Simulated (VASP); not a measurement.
Consider the following.

```
CELL_PARAMETERS angstrom
      5.07556     2.52847     2.52847
      2.52847     5.07556     2.52847
      2.52847     2.52847     5.07556
ATOMIC_POSITIONS crystal
  Mn 0.00000 0.00000 0.00000
  Mn 0.50000 0.50000 0.50000
  S  0.25000 0.25000 0.25000
  S  0.75000 0.75000 0.75000
```
Starting moments (μB, in the order of the record's atoms Mn Mn S S): 4.1 -4.1 0.0 0.0.

The numbers are results of rev-vdW-DF2, VASP's PBE PAW potentials (set 64) (plane waves; VASP), not measurements. Settings: 520 eV cut-off, 8×8×8 Γ-centred mesh, tetrahedra with Blöchl corrections, potentials Mn_pv S.

The cores are frozen, which limits the accuracy of field gradients.

### Question
Give the principal components of the electric field gradient (V/Å²) and the asymmetry η at each nucleus.

### Answer

```csv
atom,Vxx,Vyy,Vzz,η
Mn1,1.5,1.5,-3.0,0.00
Mn2,1.5,1.5,-3.0,0.00
S3,2.2,2.2,-4.5,0.00
S4,2.2,2.2,-4.5,0.00
```

The compound is MnS in the rock salt, AFM-II order structure. It was relaxed first, which changed the volume by -8 %.
